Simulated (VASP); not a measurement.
RbNa3H4, 8 atoms in the cell. It takes space group Pm-3m (No. 221, cubic). The conventional cell has a = 5.286 Å, b = 5.286 Å, c = 5.286 Å, α = 90.00°, β = 90.00°, γ = 90.00°. Rb (site symmetry m-3m) has 6 H at 2.64 Å as nearest neighbours. Na (site symmetry 4/mmm) has 6 H at 2.64 Å as nearest neighbours. H (site symmetry 4/mmm) has 2 Rb at 2.64 Å and 4 Na at 2.64 Å as nearest neighbours. H (site symmetry m-3m) has 6 Na at 2.64 Å as nearest neighbours. The cell comes from a database or a generator and needn't be the stable form of this composition.

- Program: VASP 6.6.1
- Task: single point
- Functional: LDA
- Potentials or basis: VASP PAW LDA potentials, release 64 (Rb_sv, Na_pv, H)
- Cutoff: 520 eV
- k mesh: 3 × 3 × 3
- Occupations: gaussian, width 0.01 eV
- Spin: no spin polarisation
- Dipole correction: no
- Further INCAR settings: ALGO = Fast; EDIFF = 1e-06; NBANDS = 27

Potentials or basis: VASP PAW LDA potentials, release 64 (Rb_sv, Na_pv, H).

Launch:

```sh
$ cat potpaw_LDA.64/Rb_sv/POTCAR potpaw_LDA.64/Na_pv/POTCAR potpaw_LDA.64/H/POTCAR > POTCAR
$ mpirun -np 1 vasp_std > vasp.out
```

Hardware: 1 thread of Intel(R) Xeon(R) Platinum 8488C (Sapphire Rapids), with other jobs on the host.

Question: How long does it take, and how much memory?

Answer: It took 16 s on 1 thread of Intel(R) Xeon(R) Platinum 8488C (Sapphire Rapids), on a shared host, peak memory 0.19 GiB. Counts: scf iterations 18, k points 4.
